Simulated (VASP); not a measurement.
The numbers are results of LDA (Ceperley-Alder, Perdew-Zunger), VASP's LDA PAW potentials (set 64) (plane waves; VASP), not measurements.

Input for VASP

File POSCAR:
```
Pt
1
   -0.0000000000     1.9481168574     1.9481168574
    1.9481168574     0.0000000000     1.9481168574
    1.9481168574     1.9481168574    -0.0000000000
Pt
1
Direct
  0.0000000000   0.0000000000   1.0000000000
```

### KPOINTS
```
Automatic mesh
0
Gamma
14 14 14
0 0 0
```

INCAR:
```
LWAVE  =  .FALSE.
SYSTEM  =  Pt
LMAXMIX  =  6   ! l cut-off of mixed one-centre charges
LCHARG  =  .FALSE.
SIGMA  =  0.1   ! width (eV)
ALGO  =  Normal
NELM  =  100   ! most electronic steps
PREC  =  Accurate
EDIFFG  =  -0.001
NSW  =  30
IBRION  =  1
ENCUT  =  400   ! plane-wave cut-off (eV)
ISMEAR  =  1   ! Methfessel-Paxton
ISIF  =  2
LASPH  =  .TRUE.   ! aspherical one-centre terms
EDIFF  =  1E-8   ! SCF stop (eV)
LREAL  =  .FALSE.
```

POTCAR, in this order: Pt (LDA.64 set). Program: vasp_std.

The run wrote:

OSZICAR:
```
       N       E                     dE             d eps       ncg     rms          rms(c)
DAV:   1     0.237795385353E+02    0.23780E+02   -0.47212E+03  2200   0.818E+02
DAV:   2    -0.766627444394E+01   -0.31446E+02   -0.29296E+02  1981   0.156E+02
DAV:   3    -0.794674340342E+01   -0.28047E+00   -0.27639E+00  2282   0.148E+01
DAV:   4    -0.794749602381E+01   -0.75262E-03   -0.75258E-03  2073   0.815E-01
DAV:   5    -0.794750161006E+01   -0.55862E-05   -0.55853E-05  2132   0.648E-02    0.140E+01
DAV:   6    -0.756426674075E+01    0.38323E+00   -0.98873E-01  1910   0.899E+00    0.720E+00
DAV:   7    -0.751795848073E+01    0.46308E-01   -0.16073E-01  1990   0.346E+00    0.261E+00
DAV:   8    -0.751318447989E+01    0.47740E-02   -0.50467E-03  1997   0.761E-01    0.473E-01
DAV:   9    -0.751307457186E+01    0.10991E-03   -0.43700E-05  1972   0.728E-02    0.255E-02
DAV:  10    -0.751307666840E+01   -0.20965E-05   -0.16404E-06  2160   0.992E-03    0.223E-03
DAV:  11    -0.751307668977E+01   -0.21370E-07   -0.41032E-08  2264   0.206E-03    0.914E-04
DAV:  12    -0.751307668982E+01   -0.47066E-10   -0.14250E-09  1098   0.358E-04
   1 F= -.75130767E+01 E0= -.75132123E+01  d E =-.751308E+01
```

### OUTCAR
```
------------------------ aborting loop because EDIFF is reached ----------------------------------------
  FORCE on cell =-STRESS in cart. coord.  units (eV):
  Direction    XX          YY          ZZ          XY          YZ          ZX
  --------------------------------------------------------------------------------------
  Total       -0.0042642     -0.0042642     -0.0042642     -0.0000000     -0.0000000     -0.0000000
  in kB       -0.4620352     -0.4620352     -0.4620352     -0.0000000     -0.0000000     -0.0000000
  external PRESSURE =      -0.4620352 kB  Pullay stress =       0.0000000 kB
  volume of cell :       14.79
      direct lattice vectors                 reciprocal lattice vectors
     0.000000000  1.948116857  1.948116857    -0.256658115  0.256658115  0.256658115
     1.948116857  0.000000000  1.948116857     0.256658115 -0.256658115  0.256658115
     1.948116857  1.948116857  0.000000000     0.256658115  0.256658115 -0.256658115
 POSITION                                       TOTAL-FORCE (eV/Angst)
 -----------------------------------------------------------------------------------
      0.00000      0.00000      0.00000        -0.000000      0.000000     -0.000000
 -----------------------------------------------------------------------------------
    total drift:                                0.000000     -0.000000      0.000000
  FREE ENERGIE OF THE ION-ELECTRON SYSTEM (eV)
  ---------------------------------------------------
  free  energy   TOTEN  =        -7.5130766898 eV

  energy  without entropy=       -7.5134835056  energy(sigma->0) =       -7.51321230

 reached required accuracy - stopping structural energy minimisation
```
(Selected blocks of OUTCAR.)

The compound is Pt in the fcc structure. It was relaxed first. The start is the result of an earlier pass.
